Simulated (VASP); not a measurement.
```xyz
1
Lattice="-3.0201 3.0201 3.0201 3.0201 -3.0201 3.0201 3.0201 3.0201 -3.0201" Properties=species:S:1:pos:R:3 pbc="T T T"
Cs     0.0000     0.0000     0.0000
```

Calculation: vdW-DF-cx, VASP's PBE PAW potentials (set 64) (plane waves; VASP 6.6.1). Numerical set-up: 520 eV cut-off, Gaussian smearing of 0.050 eV, potentials Cs_sv.

Q: Give the energies of bands 5 to 7 at the high-symmetry points, in eV from the Fermi level.

A: 
```csv
band,Γ,H,N,P
5,-1.74,0.59,0.01,0.99
6,2.54,0.59,0.89,0.99
7,2.54,3.12,1.65,0.99
```

It has no gap at this level: it comes out as a metal or semimetal.

The compound is Cs in the bcc structure. It was relaxed first.
